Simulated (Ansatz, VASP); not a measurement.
# Cross-check of Ga2O3 between VASP and Ansatz, part 2 of 2

One calculation is typed for both programs; each brings its own data sets. How far apart do they land? The cell is taken from a series of runs on this material, whose earlier steps may have relaxed, scaled, displaced or heated it; both programs get it as it stands.

VASP 6.6.1 and Ansatz 0.2.0.

So far. Step 2 (VASP: single point, r2SCAN with rVV10): The run ends at a pressure of 19.95 GPa, with forces up to 0.11 eV/Å.

## (3) Ansatz: single point, r2SCAN with rVV10

Level of this step: Ansatz beside VASP: Kohn-Sham DFT, plane waves, r2SCAN with rVV10 (Ansatz).

Ansatz runs on PAW files that the input asks for by source.

The same cell, functional and mesh now go to Ansatz, which takes its cutoff from its data sets.

The input, input.yaml:

```yaml
crystal:
  lattice:
    - [5.9395999617, -1.4769247621, 0.0]
    - [5.9395999617, 1.4769247621, 0.0]
    - [-1.3479973174, 0.0, 5.475683592]
  atoms:
    - { symbol: Ga, position: [0.0925999429, 0.0925999429, 0.7966232175] }
    - { symbol: Ga, position: [0.9074000571, 0.9074000571, 0.2033767825] }
    - { symbol: Ga, position: [0.6602556213, 0.6602556213, 0.3126433584] }
    - { symbol: Ga, position: [0.3397443787, 0.3397443787, 0.6873566416] }
    - { symbol: O, position: [0.1743389585, 0.1743389585, 0.1086025894] }
    - { symbol: O, position: [0.8256610415, 0.8256610415, 0.8913974106] }
    - { symbol: O, position: [0.1705344181, 0.1705344181, 0.5562178271] }
    - { symbol: O, position: [0.8294655819, 0.8294655819, 0.4437821729] }
    - { symbol: O, position: [0.4973249536, 0.4973249536, 0.2498895197] }
    - { symbol: O, position: [0.5026750464, 0.5026750464, 0.7501104803] }
kpoints:
  mp_grid: { grid: [8, 8, 4] }
hamiltonian:
  xc: r2scan
  pseudopotentials: { kind: paw, source: ansatz }
  dispersion: rvv10
scf:
  occupations: { method: fixed }
  n_extra_bands: 7
  lower_state_search: "off"
  convergence: { dr2_threshold: 1.0e-09 }
output:
  eigenvalues: true
```

Started as:

```bash
$ ansatz run input.yaml --threads 16 --pin off --max-ram 73728MiB --backend cpu --events-out ev --progress --plain --runs-dir out
```

Numbers of over 12 decimals in the logs are rounded to 6 here.

What it wrote:

```text
basis.fft_grid_basis auto: the FFT boxes are laid along the combinations [[1, -1, 0], [0, 1, 0], [0, 0, 1]] of the cell's own vectors, 2.954, 6.120 and 5.639 Å long. The dense box has 60×120×108 points. Along the cell's own vectors, as sized, it would have 120×120×108, 2.00 times as many. Of the 4 symmetry operations that the crystal satisfies within crystal.symmetry.tolerance (time reversal apart; of a slab, those t [...]
scf.n_extra_bands = 7 over 60 filled bands (N_el = 120.0): the run solves 67 bands
Engine: ansatz 0.2.0, aarch64-unknown-linux-gnu
Pseudopotentials: kind: paw
Pseudopotential: Ga, paw, valence charge 21, recommended cutoff 1300 eV (meta_gga), Ga.paw.azcp
Pseudopotential: O, paw, valence charge 6, recommended cutoff 1050 eV (meta_gga), O.paw.azcp
Functional definition: r2SCAN+rVV10
  parameter k0 = 0.174
  parameter k1 = 0.065
  parameter a1 = 4.9479
  exchange = r2scan_x(k0 = k0, k1 = k1, a1 = a1)
  correlation = r2scan_c + rvv10(11.95, 0.0093)
Crystal: 10 atoms, lattice volume = 96.069 Å³
Basis set: ecut = 1300 eV, 10209 PW (Γ), FFT grids on a1−a2, a2, a3, exchange–correlation on 240×480×432 points (64 copies of the dense FFT grid, shifted against one another)
Bands: 67, of which v1, the nominal top of the filled ones, is band 60 counted from 1 (59 counted from 0)
Symmetry: 4 space group operations
Space group: C2/m (ITA 12), of the structure as read, at distance tolerance 4.6e-5 Å
k-points: 78 of 256
Non-local potential: Ga, projectors of the file, l = 0: 3, l = 1: 3, l = 2: 3, l = 3: 2
Non-local potential: O, projectors of the file, l = 0: 2, l = 1: 2, l = 2: 1
PAW form: soft (Blöchl's): semilocal exchange-correlation on the pseudo side does not see the compensation charge
rVV10 density: all electrons in the spheres
PAW frozen core: Ga, regenerated for the run's functional (the file was generated under x = pbe(κ = 0.804, μ = 0.219515), c = pbe(β = 0.066725))
PAW frozen core: O, regenerated for the run's functional (the file was generated under x = pbe(κ = 0.804, μ = 0.219515), c = pbe(β = 0.066725))
PAW one-centre angular grid: Ga, 590 points (default); XC on 160 Gauss nodes
PAW one-centre angular grid: O, 302 points (default); XC on 160 Gauss nodes
Initial density: superposition of atomic densities (chi_scale 0.1, normalization cell, long waves kept (reshape's long-wave potential 0.04 eV rms))
Initial wavefunctions: pseudopotential atomic-orbital guess
Functional: x = r2scan, c = r2scan + rvv10(b = 11.95, C = 0.0093); τ floored in thin density (d = 2e-4 eV/Å³)
SCF iter   1: F=-37089.797461 eV  HF=-37097.405703 eV  |F-HF|=7.61e0  |Δ(HF+E_count)|=         —  Δρ=1.67e-1  dr2=1.18e1  dr2_τ=2.03e0  ethr=3.10e-3  ⟨swp⟩=5.0  Hψ=17385  notcnv=0  defer=260
preconditioner: auto → Resta (q_TF=auto, 2.831 Å⁻¹)  ε∞=4.2  [insulator: Δε(μ)=3.500 eV  Ē_g=19.829 eV  n_scr=42 (ndim 8)  ℏωp=35.5 eV  f_vac=0.000  ε∞_Penn≈4.2]
SCF iter   2: F=-37094.962164 eV  HF=-37094.811625 eV  |F-HF|=1.51e-1  |Δ(HF+E_count)|=    2.59e0  Δρ=5.20e-2  dr2=1.18e0  dr2_τ=1.25e0  ethr=3.10e-3  ⟨swp⟩=3.0  Hψ=11891  notcnv=0  defer=297
SCF iter   3: F=-37095.058900 eV  HF=-37095.057476 eV  |F-HF|=1.42e-3  |Δ(HF+E_count)|=   2.46e-1  Δρ=2.70e-2  dr2=3.89e-1  dr2_τ=6.16e-2  ethr=9.81e-4  ⟨swp⟩=2.3  Hψ=5578  notcnv=0  defer=388
SCF iter   4: F=-37095.097852 eV  HF=-37095.100429 eV  |F-HF|=2.58e-3  |Δ(HF+E_count)|=   4.30e-2  Δρ=4.61e-3  dr2=1.25e-2  dr2_τ=6.99e-3  ethr=3.24e-4  ⟨swp⟩=3.8  Hψ=9014  notcnv=0  defer=390
SCF iter   5: F=-37095.100420 eV  HF=-37095.100410 eV  |F-HF|=1.07e-5  |Δ(HF+E_count)|=   1.97e-5  Δρ=1.68e-3  dr2=1.35e-3  dr2_τ=9.42e-4  ethr=1.04e-5  ⟨swp⟩=3.0  Hψ=8987  notcnv=0  defer=390
SCF iter   6: F=-37095.100639 eV  HF=-37095.100733 eV  |F-HF|=9.43e-5  |Δ(HF+E_count)|=   3.23e-4  Δρ=6.09e-4  dr2=1.42e-4  dr2_τ=7.76e-5  ethr=1.13e-6  ⟨swp⟩=2.0  Hψ=8924  notcnv=0  defer=390
SCF iter   7: F=-37095.100709 eV  HF=-37095.100716 eV  |F-HF|=6.90e-6  |Δ(HF+E_count)|=   1.68e-5  Δρ=1.99e-4  dr2=1.52e-5  dr2_τ=7.66e-6  ethr=1.19e-7  ⟨swp⟩=2.0  Hψ=9289  notcnv=0  defer=389
SCF iter   8: F=-37095.100716 eV  HF=-37095.100716 eV  |F-HF|=3.99e-7  |Δ(HF+E_count)|=   2.94e-7  Δρ=5.11e-5  dr2=1.39e-6  dr2_τ=5.68e-7  ethr=1.27e-8  ⟨swp⟩=2.0  Hψ=9720  notcnv=0  defer=368
SCF iter   9: F=-37095.101028 eV  HF=-37095.101028 eV  |F-HF|=5.97e-8  |Δ(HF+E_count)|=   3.12e-4  Δρ=2.09e-5  dr2=1.68e-7  dr2_τ=5.44e-8  ethr=1.16e-9  ⟨swp⟩=2.0  Hψ=8360  notcnv=0  defer=281
SCF iter  10: F=-37095.101028 eV  HF=-37095.101028 eV  |F-HF|=5.12e-9  |Δ(HF+E_count)|=   3.00e-9  Δρ=7.86e-6  dr2=2.54e-8  dr2_τ=1.30e-8  ethr=1.40e-10  ⟨swp⟩=2.0  Hψ=8963  notcnv=0  defer=281
SCF iter  11: F=-37095.101028 eV  HF=-37095.101028 eV  |F-HF|=3.93e-10  |Δ(HF+E_count)|=   3.60e-9  Δρ=1.35e-6  dr2=8.85e-10  dr2_τ=1.83e-10  ethr=1.00e-12  ⟨swp⟩=10.4  Hψ=26094  notcnv=0
SCF 1 converged in 11 iterations: F = -37095.101028 eV  dr2 = 8.85e-10
  greatest PAW one-centre occupation: 0.995 electrons in one spin orbital (limit 2), on the Ga atom at site 1 (counted from 0), in its partial waves of l = 0
SCF converged after 11 iterations
Free energy (F): -37095.101028 eV
Harris-Foulkes:  -37095.101028 eV  (|F-HF|=3.93e-10)
Internal energy: -37095.101028 eV  (E = F + TS)
E sigma→0 (E₀):  -37095.101028 eV
Fermi energy:    10.339212 eV
--- Per-component energies (eV) ---
  E_band       = -3038.030318
  E_kinetic    = 4645.838890
  E_local      = -36499.806497  (includes V_loc(G=0)·N_el)
  E_nonlocal   = 7691.824909
  E_hartree    = 13557.581346
  E_xc         = -1143.735986
  E_vxc        = -1696.708426  (∫ρ·V_xc dr)
  E_paw        = -9240.936297  (= ΣΔE_a)
  E_vpaw       = -4424.010066  (= ΣTr[D̂ρ^β])
  E_aug_tail   = 0.000117  (compensation charges beyond the density's cutoff)
  E_vtau       = 129.665528  (kinetic-family band-sum trace: ∫τ·v_τ [+ j·A + Jᵃ·Aᵃ] dr)
  E_ewald      = -16104.439513
  E_core_change = -1.427997  (= ΣΔE_core)
  E_smearing   = -0.000000  (= −TS)
  E_closure    = 0.000000  (closes the sum)
  Σ components = -37095.101028   (vs F -37095.101028, Δ=0.00e0)
--- Band table (eV; the first three rows and the last of 78) ---
  k-point 0: bands = [... 56 lower, 9.6857, 9.7836, 10.0448, 10.3293, 14.0550, 17.2870, 18.1992, 18.7144, ... 3 higher]
  k-point 1: bands = [... 56 lower, 9.6483, 9.7077, 9.8801, 10.0663, 14.9410, 17.4743, 18.4018, 18.5803, ... 3 higher]
  k-point 2: bands = [... 56 lower, 9.3887, 9.6672, 9.9669, 10.0085, 16.4474, 16.5202, 18.6867, 18.9095, ... 3 higher]
  k-point 77: bands = [... 56 lower, 9.6286, 9.7834, 9.8664, 10.2865, 16.8811, 16.9338, 18.1359, 18.3662, ... 3 higher]
```

The column dr2 measures how far the density is from self-consistency, as an energy; F and HF (Harris–Foulkes) agree once it is small.

## (4) Comparison

Known differences besides the potentials themselves: VASP keeps PBE cores, Ansatz makes them for the functional; fixed occupations in Ansatz, narrow Gaussian smearing in VASP; the data sets hold 120 valence electrons in Ansatz (on PAW files that the input asks for by source) and 88 in VASP; the cutoff is 1300 eV in Ansatz and 580 eV in VASP. Total energies have different zeros and are not compared.

Compared:

| quantity | Ansatz | VASP | difference |
| --- | --- | --- | --- |
| gap on the k mesh (eV) | 3.716 | 3.689 | +0.027 |

A gap on the mesh is an upper bound, since the band edges may lie between its points.

## (5) Ansatz: single point, r2SCAN with D4

A single point takes one fixed geometry, so differences don't come from the geometry; what else differs is listed under the comparison.

The cell is taken from a series of runs on this material, whose earlier steps may have relaxed, scaled, displaced or heated it; both programs get it as it stands.

Changes to input.yaml since step 3:

```diff
@@ -21,3 +21,3 @@
   pseudopotentials: { kind: paw, source: ansatz }
-  dispersion: rvv10
+  dispersion: d4
 scf:
```

What it wrote:

```text
[...]
Crystal: 10 atoms, lattice volume = 96.069 Å³
Basis set: ecut = 1300 eV, 10209 PW (Γ), FFT grids on a1−a2, a2, a3, exchange–correlation on 200×432×384 points (64 copies of the dense FFT grid, shifted against one another)
Bands: 67, of which v1, the nominal top of the filled ones, is band 60 counted from 1 (59 counted from 0)
Symmetry: 4 space group operations
[...]
k-points: 78 of 256
[...]
--- Band table (eV; the first three rows and the last of 78) ---
  k-point 0: bands = [... 56 lower, 9.6993, 9.7977, 10.0593, 10.3413, 14.1095, 17.3321, 18.2643, 18.7543, ... 3 higher]
  k-point 1: bands = [... 56 lower, 9.6611, 9.7251, 9.8930, 10.0810, 14.9909, 17.5198, 18.4538, 18.6269, ... 3 higher]
  k-point 2: bands = [... 56 lower, 9.4076, 9.6798, 9.9794, 10.0236, 16.4962, 16.5651, 18.7290, 18.9534, ... 3 higher]
  k-point 77: bands = [... 56 lower, 9.6428, 9.7977, 9.8792, 10.3004, 16.9302, 16.9764, 18.1823, 18.4054, ... 3 higher]
[key lines of the parts left out:]
SCF converged after 12 iterations
Free energy (F): -37102.416183 eV
Fermi energy:    10.352750 eV
```

## (6) VASP: single point, r2SCAN with D4

The same cell, functional and mesh now go to VASP, with its own data sets.

The input, INCAR:

```
SYSTEM = Ga2O3
PREC = Accurate
ENCUT = 580
EDIFF = 1E-06
NELM = 120
ISMEAR = 0
SIGMA = 0.01
LREAL = .FALSE.
ALGO = Normal
METAGGA = R2SCAN
IVDW = 13
VDW_S6 = 1
VDW_S8 = 0.6018749
VDW_A1 = 0.51559235
VDW_A2 = 5.77342911
LASPH = .TRUE.
NBANDS = 54
LORBIT = 11
LWAVE = .FALSE.
LCHARG = .FALSE.
ISIF = 2
GGA_COMPAT = .FALSE.
EFERMI = MIDGAP
LMIXTAU = .TRUE.
KPAR = 2
```

The input, POSCAR:

```
Ga2O3
1.0
    5.9395999617     -1.4769247621      0.0000000000
    5.9395999617      1.4769247621      0.0000000000
   -1.3479973174      0.0000000000      5.4756835920
Ga O
4 6
Direct
    0.0925999429      0.0925999429      0.7966232175
    0.9074000571      0.9074000571      0.2033767825
    0.6602556213      0.6602556213      0.3126433584
    0.3397443787      0.3397443787      0.6873566416
    0.1743389585      0.1743389585      0.1086025894
    0.8256610415      0.8256610415      0.8913974106
    0.1705344181      0.1705344181      0.5562178271
    0.8294655819      0.8294655819      0.4437821729
    0.4973249536      0.4973249536      0.2498895197
    0.5026750464      0.5026750464      0.7501104803
```

The input, KPOINTS:

```
Automatic mesh
0
Gamma
8 8 4
0 0 0
```

PAW data sets: Ga_d and O (PBE family, release 64).

Started as:

```bash
$ mpirun -np 2 vasp_std
```

What it wrote:

```text
[banner, memory and clock lines left out]
running    2 mpi-ranks, on    1 nodes
[...]
[... a notice as in an earlier step ...]

 LDA part: xc-table for (None), standard interpolation
 POSCAR, INCAR and KPOINTS ok, starting setup
[...]
entering main loop
       N       E                     dE             d eps       ncg     rms          rms(c)
DAV:   1     0.124717355425E+04    0.12472E+04   -0.43627E+04 10070   0.337E+03
DAV:   2     0.162651530440E+03   -0.10845E+04   -0.10216E+04  8560   0.886E+02
DAV:   3    -0.106380376550E+03   -0.26903E+03   -0.26152E+03  9726   0.285E+02
DAV:   4    -0.127823198383E+03   -0.21443E+02   -0.21224E+02 10180   0.865E+01
[...]
DAV:  20    -0.101844279691E+03   -0.49013E-04   -0.24742E-05  9138   0.389E-02    0.561E-03
DAV:  21    -0.101844281069E+03   -0.13781E-05   -0.26932E-06  8282   0.718E-02    0.223E-03
DAV:  22    -0.101844281370E+03   -0.30131E-06   -0.50444E-06  8038   0.180E-02
   1 F= -.10310450E+03 E0= -.10310450E+03  d E =0.000000E+00
```

From OUTCAR (step 6):

```text
  Edisp (eV):   -1.26021

  Total      10.78300    12.05399    12.46752     0.00000     0.00000    -0.06279
  in kB     179.83167   201.02844   207.92500     0.00000     0.00000    -1.04723
  external pressure =      196.26 kB  Pullay stress =        0.00 kB

 POSITION                                       TOTAL-FORCE (eV/Angst)
 -----------------------------------------------------------------------------------
      0.02617      0.00000      4.36206         0.012069      0.000000     -0.009796
     10.50504      0.00000      1.11363        -0.012069      0.000000      0.009796
      7.42187      0.00000      1.71194        -0.006787      0.000000      0.045846
      3.10934      0.00000      3.76375         0.006787      0.000000     -0.045846
      1.92461      0.00000      0.59467         0.074587      0.000000      0.028218
      8.60659      0.00000      4.88101        -0.074587      0.000000     -0.028218
      1.27603      0.00000      3.04567         0.027679      0.000000     -0.060757
      9.25517      0.00000      2.43001        -0.027679      0.000000      0.060757
      5.57097      0.00000      1.36832         0.064706      0.000000      0.018388
      4.96023      0.00000      4.10737        -0.064706      0.000000     -0.018388
 -----------------------------------------------------------------------------------
    total drift:                                0.000000      0.000000      0.000000

  FREE ENERGIE OF THE ION-ELECTRON SYSTEM (eV)
  ---------------------------------------------------
  free  energy   TOTEN  =      -103.1044956487 eV

  energy  without entropy=     -103.1044956487  energy(sigma->0) =     -103.10449565

[... 2 parts as in an earlier step ...]

[... 1 further part left out ...]
[key lines of the parts left out:]
E-fermi :   6.2056
```

The run ends at a pressure of 19.63 GPa, with forces up to 0.080 eV/Å.

## (7) Side by side

What differs besides the data sets and the points named for the pairs above, as far as they apply: the data sets hold 120 valence electrons in Ansatz (on PAW files that the input asks for by source) and 88 in VASP. Total energies have different zeros and are not compared.

Both answers:

```csv
quantity,Ansatz,VASP,difference
gap on the k mesh (eV),3.757,3.728,+0.028
```

A gap on the mesh is an upper bound, since the band edges may lie between its points.

## (8) Summary of results

```yaml
difference_in_gap_on_the_k_mesh_single_point_r2scan_with_rvv10: 0.027 eV
difference_in_gap_on_the_k_mesh_single_point_r2scan_with_d4: 0.028 eV
```

What this shows: The difference in gap on the k mesh is 0.028 eV (single point, r2SCAN with D4), within the 0.08 eV picked in this series as the mark of a large difference. The data sets hold unlike numbers of valence electrons (120 in Ansatz and 88 in VASP), so part of the differences may come from the potentials. How closely two codes agree says nothing of how well the functional describes the real material.

[Lines on the potential files, build, host, timing and source positions are cut from VASP's logs without a mark.]

[Logs are printed without paths, hosts, clocks, repeated set-up lines and the standing remarks that a program may print on its own settings, such as how far it seeks lower states.]

[Hosts, paths, dates, database ids (printed as entryN), source tags and the programs' standing remarks are cut or masked in the printed files.]
